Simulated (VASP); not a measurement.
The input files of a VASP run:

INCAR:
```
# general
SYSTEM   =  Ni3Al
PREC     =  Accurate
ENCUT    =  500
LREAL    =  .False.   # projection in real space or not
LASPH    =  .True.   # aspherical one-centre terms

# electronic loop
EDIFF    =  1E-6   # SCF stop (eV)
NELM     =  100   # most electronic steps
ALGO     =  Normal   # blocked Davidson
LMAXMIX  =  4

# smearing
ISMEAR   =  1   # Methfessel-Paxton
SIGMA    =  0.1

# functional
GGA      =  PE   # PBE

# spin
ISPIN    =  2
MAGMOM   =  -0.0 3*0.3

# ions
IBRION   =  2   # conjugate gradients
NSW      =  40
ISIF     =  3
EDIFFG   =  -0.02   # ionic stop

# output
LWAVE    =  .False.
LCHARG   =  .False.
LORBIT   =  10
```

### KPOINTS
```
Automatic mesh
0
Gamma
9 9 9
0 0 0
```

### POSCAR
```
Ni3Al
1
    3.5666612594    -0.0000000000     0.0000000000
    0.0000000000     3.5666612594     0.0000000000
   -0.0000000000    -0.0000000000     3.5666612594
Al Ni
1 3
Direct
  0.0000000000   0.0000000000   0.0000000000
  0.0000000000   0.5000000000   0.5000000000
  0.5000000000   0.0000000000   0.5000000000
  0.5000000000   0.5000000000   0.0000000000
```

POTCAR, in this order: Al Ni (PBE.64 set). Program: vasp_std.

### Question
Write an equivalent input for Quantum ESPRESSO's pw.x.

### Answer
One equivalent input (not run):
```
&CONTROL
  calculation = 'vc-relax'
  pseudo_dir = './pseudo'
  outdir = './out'
  tprnfor = .true.
  tstress = .true.
  nstep = 40
  forc_conv_thr = 0.00078
/
&SYSTEM
  ibrav = 0
  nat = 4
  ntyp = 2
  ecutwfc = 98
  occupations = 'smearing'
  smearing = 'methfessel-paxton'
  degauss = 0.00735
  input_dft = 'pbe'
  nspin = 2
  starting_magnetization(2) = 0.03
/
&ELECTRONS
  conv_thr = 7.3e-08
  electron_maxstep = 100
/
&IONS
/
&CELL
/
ATOMIC_SPECIES
  Al 26.982 Al.upf
  Ni 58.693 Ni.upf
CELL_PARAMETERS angstrom
     3.5666613   -0.0000000    0.0000000
     0.0000000    3.5666613    0.0000000
    -0.0000000   -0.0000000    3.5666613
ATOMIC_POSITIONS crystal
  Al   0.0000000  0.0000000  0.0000000
  Ni   0.0000000  0.5000000  0.5000000
  Ni   0.5000000  0.0000000  0.5000000
  Ni   0.5000000  0.5000000  0.0000000
K_POINTS automatic
  9 9 9 0 0 0
```
What does not carry over: the potentials are each code's own (VASP's PAW set, PseudoDojo norm-conserving files in pw.x), so ENCUT and ecutwfc are chosen apart and not converted; conv_thr bounds pw.x's estimated SCF error, while EDIFF bounds the energy change between steps; starting_magnetization is a fraction of the valence charge and MAGMOM a moment in μB, so they match only roughly; forc_conv_thr acts on force components and is met together with etot_conv_thr.

The compound is Ni3Al in the L1_2 structure. It was relaxed first.
